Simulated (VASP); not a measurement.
# Lattice of Tantalum, functional by functional

How much does the relaxed cell of Tantalum depend on the functional? The starting structure is a measured crystal structure from the Crystallography Open Database. The first relaxation on each setting starts from this cell expanded by 3 % in volume.

Main program and level: VASP 6.6.1; Kohn-Sham DFT with plane waves and PAW; PBEsol, LDA, PBE, PBEsol + D3(BJ), r2SCAN, r2SCAN + rVV10, vdW-DF-cx and AM05.

## 1. Set-up

It takes space group Im-3m (No. 229, cubic). The conventional cell has a = 3.306 Å, b = 3.306 Å, c = 3.306 Å, α = 90.00°, β = 90.00°, γ = 90.00°. Ta has 8 Ta at 2.86 Å nearest.

Coordinates:

```xyz
1
Lattice="-1.6529 1.6529 1.6529 1.6529 -1.6529 1.6529 1.6529 1.6529 -1.6529" Properties=species:S:1:pos:R:3 pbc="T T T"
Ta    0.0000    0.0000    0.0000
```

## 2. Relaxation with PBEsol

PBEsol restores the gradient expansion of exchange and is tuned for the cells of solids. This run starts from the cell of an earlier relaxation, which isn't shown; the restart sets up the plane waves anew.

INCAR reads:

```
SYSTEM = Ta
PREC = Accurate
ENCUT = 450
EDIFF = 1E-06
NELM = 100
ISMEAR = 1
SIGMA = 0.15
LREAL = .FALSE.
ALGO = Normal
GGA = PS
NBANDS = 11
LASPH = .TRUE.
LORBIT = 11
LWAVE = .FALSE.
LCHARG = .FALSE.
KPAR = 8
IBRION = 2
NSW = 50
ISIF = 3
EDIFFG = -0.006
```

POSCAR reads:

```
Ta
1.0
   -1.6405745578      1.6405745578      1.6405745578
    1.6405745578     -1.6405745578      1.6405745578
    1.6405745578      1.6405745578     -1.6405745578
Ta
1
Direct
    0.0000000000      0.0000000000      0.0000000000
```

KPOINTS reads:

```
Automatic mesh
0
Gamma
18 18 18
0 0 0
```

PAW data sets: Ta_pv (PBE family, release 64).

Run with:

```
$ mpirun -np 8 vasp_std
```

The log of the run:

```text
[banner, memory and clock lines left out]
running    8 mpi-ranks, on    1 nodes
 distrk:  each k-point on    1 cores,    8 groups
 distr:  one band on    1 cores,    1 groups

 POSCAR found type information on POSCAR Ta
 POSCAR found :  1 types and       1 ions
|                                                                             |
|           W    W    AA    RRRRR   N    N  II  N    N   GGGG   !!!           |
|           W    W   A  A   R    R  NN   N  II  NN   N  G    G  !!!           |
|           W    W  A    A  R    R  N N  N  II  N N  N  G       !!!           |
|           W WW W  AAAAAA  RRRRR   N  N N  II  N  N N  G  GGG   !            |
|           WW  WW  A    A  R   R   N   NN  II  N   NN  G    G                |
|           W    W  A    A  R    R  N    N  II  N    N   GGGG   !!!           |
|                                                                             |
|     For optimal performance we recommend to set                             |
|       NCORE = 2 up to number-of-cores-per-socket                            |
|     NCORE specifies how many cores store one orbital (NPAR=cpu/NCORE).      |
|     This setting can greatly improve the performance of VASP for DFT.       |
|     The default, NCORE=1 might be grossly inefficient on modern             |
|     multi-core architectures or massively parallel machines. Do your        |
|     Unfortunately you need to use the default for GW and RPA                |
|     calculations (for HF NCORE is supported but not extensively tested      |
|     yet).                                                                   |
|                                                                             |

|                                                                             |
|               ----> ADVICE to this user running VASP <----                  |
|                                                                             |
|     You enforced a specific xc type in the INCAR file but a different       |
|     [... a line on the potential file left out ...]
|     I HOPE YOU KNOW WHAT YOU ARE DOING!                                     |
|                                                                             |

 LDA part: xc-table for (Slater+PW92), standard interpolation
 POSCAR, INCAR and KPOINTS ok, starting setup
 FFT: planning ... GRIDC
 FFT: planning ... GRID_SOFT
 FFT: planning ... GRID
 WAVECAR not read
 entering main loop
       N       E                     dE             d eps       ncg     rms          rms(c)
DAV:   1     0.510056513428E+02    0.51006E+02   -0.58598E+03  4306   0.865E+02
DAV:   2    -0.121859523146E+02   -0.63192E+02   -0.61686E+02  4759   0.233E+02
DAV:   3    -0.130455942086E+02   -0.85964E+00   -0.85141E+00  5182   0.263E+01
DAV:   4    -0.130483202626E+02   -0.27261E-02   -0.27256E-02  4721   0.157E+00
DAV:   5    -0.130483327906E+02   -0.12528E-04   -0.12528E-04  5153   0.961E-02    0.143E+01
DAV:   6    -0.126686315840E+02    0.37970E+00   -0.32753E-01  4896   0.630E+00    0.700E+00
DAV:   7    -0.125534500687E+02    0.11518E+00   -0.27647E-01  4890   0.540E+00    0.387E-01
DAV:   8    -0.125521391990E+02    0.13109E-02   -0.85439E-03  5172   0.756E-01    0.663E-02
DAV:   9    -0.125521389708E+02    0.22819E-06   -0.48283E-05  4897   0.739E-02    0.208E-02
DAV:  10    -0.125521364539E+02    0.25170E-05   -0.23184E-06  4839   0.173E-02    0.355E-03
DAV:  11    -0.125521364205E+02    0.33329E-07   -0.13406E-07  2739   0.419E-03
   1 F= -.12552136E+02 E0= -.12552343E+02  d E =-.125521E+02
 curvature:   0.00 expect dE= 0.000E+00 dE for cont linesearch  0.000E+00
 trial: gam= 0.00000 g(F)=  0.108E-63 g(S)=  0.184E-06 ort = 0.000E+00 (trialstep = 0.100E+01)
 search vector abs. value=  0.184E-06
 reached required accuracy - stopping structural energy minimisation
```

The job ended after 7.4 s (8 MPI ranks of Intel Xeon Platinum 8375C at 2.90GHz (Ice Lake), shared host; peak memory 1.1 GiB).

Lines that name or quote the potential files are left out of all logs, and their timing lines are given in words.

OUTCAR, selected parts (step 2):

```text
ion  position               nearest neighbor table
   1  0.000  0.000  0.000-

  LATTYP: Found a body centered cubic cell.
 ALAT       =     3.2811491156

 Subroutine GETGRP returns: Found 48 space group operations
 (whereof 48 operations were pure point group operations)

The static configuration has the point symmetry O_h .

 Found    195 irreducible k-points:

   k-points           NKPTS =    195   k-points in BZ     NKDIM =    195   number of bands    NBANDS=     11

   dimension x,y,z NGX =    20 NGY =   20 NGZ =   20
   dimension x,y,z NGXF=    40 NGYF=   40 NGZF=   40

   ENCUT  =  450.0 eV  33.07 Ry    5.75 a.u.   4.91  4.91  4.91*2*pi/ulx,y,z

   NELECT =      11.0000    total number of electrons

 k-points in reciprocal lattice and weights: Automatic mesh
   0.00000000  0.00000000  0.00000000       0.000
   0.05555556  0.00000000  0.00000000       0.002
   0.11111111  0.00000000  0.00000000       0.002
   0.16666667  0.00000000  0.00000000       0.002
   0.22222222  0.00000000  0.00000000       0.002
   0.27777778  0.00000000  0.00000000       0.002
   0.33333333  0.00000000  0.00000000       0.002
   0.38888889  0.00000000  0.00000000       0.002
   0.44444444  0.00000000  0.00000000       0.002
[...]
0.50000000  0.50000000  0.44444444       0.002
   0.50000000  0.50000000  0.50000000       0.000

 average (electrostatic) potential at core
       1 -36.0155

 E-fermi :   5.4855

 k-point     1 :       0.0000    0.0000    0.0000
  band No.  band energies     occupation
      1     -27.4651      2.00000
      2     -27.4651      2.00000
      3     -27.4651      2.00000
      4      -2.5252      2.00000
      5       6.2004     -0.00000
      6       6.2004     -0.00000
      7       6.2004     -0.00000
      8       9.5405      0.00000
      9       9.5405      0.00000
    ...

 k-point     2 :       0.0556    0.0000    0.0000
  band No.  band energies     occupation
      1     -27.5067      2.00000
      2     -27.4778      2.00000
      3     -27.4654      2.00000
      4      -2.3829      2.00000
      5       6.1073     -0.00000
      6       6.1746     -0.00000
      7       6.3396     -0.00000
      8       9.3859      0.00000
      9       9.5404      0.00000
    ...

 k-point     3 :       0.1111    0.0000    0.0000
  band No.  band energies     occupation
      1     -27.6251      2.00000
      2     -27.5142      2.00000
      3     -27.4661      2.00000
      4      -1.9712      2.00000
      5       5.8509     -0.00307
      6       6.0650     -0.00000
      7       6.7530     -0.00000
      8       9.0638      0.00000
      9       9.5481      0.00000
    ...

  Total       -0.0011283     -0.0011283     -0.0011283     -0.0000000      0.0000000      0.0000000
  in kB       -0.1023499     -0.1023499     -0.1023499     -0.0000000      0.0000000      0.0000000
  external PRESSURE =      -0.1023499 kB  Pullay stress =       0.0000000 kB

  energy-cutoff  :      450.00
  volume of cell :       17.66
      direct lattice vectors                 reciprocal lattice vectors
    -1.640574558  1.640574558  1.640574558     0.000000000  0.304771275  0.304771275
     1.640574558 -1.640574558  1.640574558     0.304771275  0.000000000  0.304771275
     1.640574558  1.640574558 -1.640574558     0.304771275  0.304771275  0.000000000

 POSITION                                       TOTAL-FORCE (eV/Angst)
 -----------------------------------------------------------------------------------
      0.00000      0.00000      0.00000        -0.000000      0.000000     -0.000000
 -----------------------------------------------------------------------------------
    total drift:                                0.000000     -0.000000     -0.000000

  FREE ENERGIE OF THE ION-ELECTRON SYSTEM (eV)
  ---------------------------------------------------
  free  energy   TOTEN  =       -12.5521364205 eV

  energy  without entropy=      -12.5527570779  energy(sigma->0) =      -12.55234331

 reached required accuracy - stopping structural energy minimisation

 total charge
# of ion       s       p       d       tot
------------------------------------------
    1        0.374   6.173   2.428   8.974

[... 3 further parts left out ...]
```

This run has no spin polarisation. Its electron count is odd, so without a moment it is a metal by construction. The PAW data sets were made with PBE, which is usual practice but a small mismatch for other functionals. The run keeps the 48 symmetry operations of its start, so it cannot find a distortion of lower symmetry.

With PBEsol the relaxed cell holds 17.662 Å³ an atom, -2.22 % against the measured cell, with a = 3.281 Å. Pressures at 0.985 and 1.015 times this volume, from two more relaxations that aren't shown, give a bulk modulus of 208.7 GPa.

## 3. Relaxation with LDA

LDA, the lowest rung, knows the local density alone. This run starts from the cell of an earlier relaxation, which isn't shown; the restart sets up the plane waves anew.

Edit INCAR of step 2 so:

```diff
@@ -9,3 +9,3 @@
 ALGO = Normal
-GGA = PS
+GGA = CA
 NBANDS = 11
```

POSCAR reads:

```
Ta
1.0
   -1.6284389093      1.6284389093      1.6284389093
    1.6284389093     -1.6284389093      1.6284389093
    1.6284389093      1.6284389093     -1.6284389093
Ta
1
Direct
    0.0000000000      0.0000000000      0.0000000000
```

KPOINTS is that of step 2.

PAW data sets: Ta_pv (LDA family, release 64).

Run with:

```
$ mpirun -np 8 vasp_std
```

The log of the run:

```text
[banner, memory and clock lines left out]
running    8 mpi-ranks, on    1 nodes
[...]
[... a notice as in an earlier step ...]

 LDA part: xc-table for (Slater(with rela. corr.)+CA(PZ))
 , standard interpolation
 POSCAR, INCAR and KPOINTS ok, starting setup
[...]
entering main loop
       N       E                     dE             d eps       ncg     rms          rms(c)
DAV:   1     0.523773592870E+02    0.52377E+02   -0.57919E+03  4301   0.860E+02
DAV:   2    -0.123977197077E+02   -0.64775E+02   -0.63233E+02  4739   0.235E+02
DAV:   3    -0.132913689252E+02   -0.89365E+00   -0.88305E+00  5254   0.267E+01
DAV:   4    -0.132941650873E+02   -0.27962E-02   -0.27956E-02  4748   0.159E+00
[...]
DAV:   8    -0.128298556966E+02    0.17581E-02   -0.71930E-03  5014   0.743E-01    0.537E-02
DAV:   9    -0.128298487172E+02    0.69793E-05   -0.56935E-05  4916   0.724E-02    0.230E-02
DAV:  10    -0.128298482266E+02    0.49068E-06   -0.38177E-06  4864   0.217E-02
   1 F= -.12829848E+02 E0= -.12830068E+02  d E =-.128298E+02
[...]
reached required accuracy - stopping structural energy minimisation
```

Wall time 6 s (8 MPI ranks); peak memory 1.1 GiB; 40 s of CPU time.

Parts of OUTCAR (step 3):

```text
  Total        0.0019829      0.0019829      0.0019829      0.0000000     -0.0000000      0.0000000
  in kB        0.1839260      0.1839260      0.1839260      0.0000000     -0.0000000      0.0000000
  external PRESSURE =       0.1839260 kB  Pullay stress =       0.0000000 kB

 POSITION                                       TOTAL-FORCE (eV/Angst)
 -----------------------------------------------------------------------------------
      0.00000      0.00000      0.00000         0.000000     -0.000000     -0.000000
 -----------------------------------------------------------------------------------
    total drift:                                0.000000     -0.000000      0.000000

  FREE ENERGIE OF THE ION-ELECTRON SYSTEM (eV)
  ---------------------------------------------------
  free  energy   TOTEN  =       -12.8298482266 eV

  energy  without entropy=      -12.8305078617  energy(sigma->0) =      -12.83006810

[... 2 parts as in an earlier step ...]

[... 2 further parts left out ...]
[key lines of the parts left out:]
E-fermi :   5.7457
```

With LDA the relaxed cell holds 17.273 Å³ an atom, -4.37 % against the measured cell, with a = 3.257 Å. That is -2.20 % from PBEsol. Pressures at 0.985 and 1.015 times this volume, from two more relaxations that aren't shown, give a bulk modulus of 223.4 GPa.

## 4. Relaxation with PBE

PBE, the usual starting point, adds the gradient of the density. This run starts from the cell of an earlier relaxation, which isn't shown; the restart sets up the plane waves anew.

Edit INCAR of step 3 so:

```diff
@@ -9,3 +9,3 @@
 ALGO = Normal
-GGA = CA
+GGA = PE
 NBANDS = 11
```

POSCAR reads:

```
Ta
1.0
   -1.6595954901      1.6595954901      1.6595954901
    1.6595954901     -1.6595954901      1.6595954901
    1.6595954901      1.6595954901     -1.6595954901
Ta
1
Direct
    0.0000000000      0.0000000000      0.0000000000
```

KPOINTS is that of step 3.

The projector-augmented-wave data sets are Ta_pv (PBE family, release 64).

Run with:

```
$ mpirun -np 8 vasp_std
```

The log of the run:

```text
[banner, memory and clock lines left out]
running    8 mpi-ranks, on    1 nodes
[...]
[... a notice as in an earlier step ...]

 LDA part: xc-table for (Slater+PW92), standard interpolation
 POSCAR, INCAR and KPOINTS ok, starting setup
[...]
entering main loop
       N       E                     dE             d eps       ncg     rms          rms(c)
DAV:   1     0.529557912515E+02    0.52956E+02   -0.58338E+03  4298   0.856E+02
DAV:   2    -0.113590558596E+02   -0.64315E+02   -0.62844E+02  4804   0.234E+02
DAV:   3    -0.122823966458E+02   -0.92334E+00   -0.90744E+00  5206   0.271E+01
DAV:   4    -0.122856587030E+02   -0.32621E-02   -0.32616E-02  4750   0.170E+00
[...]
DAV:   9    -0.118127555561E+02   -0.39683E-05   -0.73633E-05  4802   0.904E-02    0.255E-02
DAV:  10    -0.118127493989E+02    0.61571E-05   -0.33239E-06  5025   0.217E-02    0.412E-03
DAV:  11    -0.118127495668E+02   -0.16783E-06   -0.28356E-07  2724   0.618E-03
   1 F= -.11812750E+02 E0= -.11813053E+02  d E =-.118127E+02
[...]
reached required accuracy - stopping structural energy minimisation
```

Wall time 7.2 s (8 MPI ranks); peak memory 1.1 GiB.

Parts of OUTCAR (step 4):

```text
  Total       -0.0051225     -0.0051225     -0.0051225     -0.0000000     -0.0000000     -0.0000000
  in kB       -0.4488749     -0.4488749     -0.4488749     -0.0000000     -0.0000000     -0.0000000
  external PRESSURE =      -0.4488749 kB  Pullay stress =       0.0000000 kB

 POSITION                                       TOTAL-FORCE (eV/Angst)
 -----------------------------------------------------------------------------------
      0.00000      0.00000      0.00000         0.000000     -0.000000     -0.000000
 -----------------------------------------------------------------------------------
    total drift:                                0.000000      0.000000      0.000000

  FREE ENERGIE OF THE ION-ELECTRON SYSTEM (eV)
  ---------------------------------------------------
  free  energy   TOTEN  =       -11.8127495668 eV

  energy  without entropy=      -11.8136586829  energy(sigma->0) =      -11.81305261

[... 2 parts as in an earlier step ...]

[... 2 further parts left out ...]
[key lines of the parts left out:]
E-fermi :   5.3733
```

With PBE the relaxed cell holds 18.284 Å³ an atom, +1.22 % against the measured cell, with a = 3.319 Å. That is +3.52 % from PBEsol. Pressures at 0.985 and 1.015 times this volume, from two more relaxations that aren't shown, give a bulk modulus of 195.3 GPa.

## 5. Relaxation with PBEsol + D3(BJ)

D3 with Becke-Johnson damping keeps a finite attraction at short range. This run starts from the cell of an earlier relaxation, which isn't shown; the restart sets up the plane waves anew.

Edit INCAR of step 4 so:

```diff
@@ -9,3 +9,4 @@
 ALGO = Normal
-GGA = PE
+GGA = PS
+IVDW = 12
 NBANDS = 11
```

POSCAR reads:

```
Ta
1.0
   -1.6229958466      1.6229958466      1.6229958466
    1.6229958466     -1.6229958466      1.6229958466
    1.6229958466      1.6229958466     -1.6229958466
Ta
1
Direct
    0.0000000000      0.0000000000      0.0000000000
```

KPOINTS is that of step 4.

Run with:

```
$ mpirun -np 8 vasp_std
```

The log of the run:

```text
[banner, memory and clock lines left out]
running    8 mpi-ranks, on    1 nodes
[...]
[... a notice as in an earlier step ...]

 [... a notice as in an earlier step ...]

 LDA part: xc-table for (Slater+PW92), standard interpolation
 POSCAR, INCAR and KPOINTS ok, starting setup
[...]
entering main loop
       N       E                     dE             d eps       ncg     rms          rms(c)
DAV:   1     0.498329457360E+02    0.49833E+02   -0.58547E+03  4314   0.864E+02
DAV:   2    -0.122087953254E+02   -0.62042E+02   -0.60700E+02  4814   0.232E+02
DAV:   3    -0.130075115642E+02   -0.79872E+00   -0.78850E+00  5187   0.257E+01
DAV:   4    -0.130097658795E+02   -0.22543E-02   -0.22537E-02  4741   0.148E+00
[...]
DAV:   9    -0.125396363098E+02   -0.64475E-05   -0.24398E-05  5009   0.528E-02    0.211E-02
DAV:  10    -0.125396341431E+02    0.21667E-05   -0.15278E-06  3790   0.151E-02    0.315E-03
DAV:  11    -0.125396340794E+02    0.63699E-07   -0.58898E-08  2691   0.294E-03
   1 F= -.13306669E+02 E0= -.13306932E+02  d E =-.133067E+02
[...]
reached required accuracy - stopping structural energy minimisation
```

The job ended after 6.6 s (8 MPI ranks; peak memory 1.2 GiB; 45 s of CPU time).

OUTCAR, selected parts (step 5):

```text
 Edisp (eV)   -0.76704

  Total      -0.00156    -0.00156    -0.00156    -0.00000     0.00000    -0.00000
  in kB      -0.14581    -0.14581    -0.14581    -0.00000     0.00000    -0.00000
  external pressure =       -0.15 kB  Pullay stress =        0.00 kB

 POSITION                                       TOTAL-FORCE (eV/Angst)
 -----------------------------------------------------------------------------------
      0.00000      0.00000      0.00000         0.000000      0.000000     -0.000000
 -----------------------------------------------------------------------------------
    total drift:                                0.000000     -0.000000      0.000000

  FREE ENERGIE OF THE ION-ELECTRON SYSTEM (eV)
  ---------------------------------------------------
  free  energy   TOTEN  =       -13.3066691010 eV

  energy  without entropy=      -13.3074591588  energy(sigma->0) =      -13.30693245

[... 2 parts as in an earlier step ...]

[... 2 further parts left out ...]
[key lines of the parts left out:]
E-fermi :   5.7455
```

With PBEsol + D3(BJ) the relaxed cell holds 17.101 Å³ an atom, -5.33 % against the measured cell, with a = 3.246 Å. That is -3.18 % from PBEsol. Pressures at 0.985 and 1.015 times this volume, from two more relaxations that aren't shown, give a bulk modulus of 224.9 GPa.

(Continued in part 2 of 2.)

[Lines on the potential files, build, host, timing and source positions are cut from VASP's logs without a mark.]

[Logs are printed without paths, hosts, clocks, repeated set-up lines and the standing remarks that a program may print on its own settings, such as how far it seeks lower states.]

[Hosts, paths, dates, database ids (printed as entryN), source tags and the programs' standing remarks are cut or masked in the printed files.]
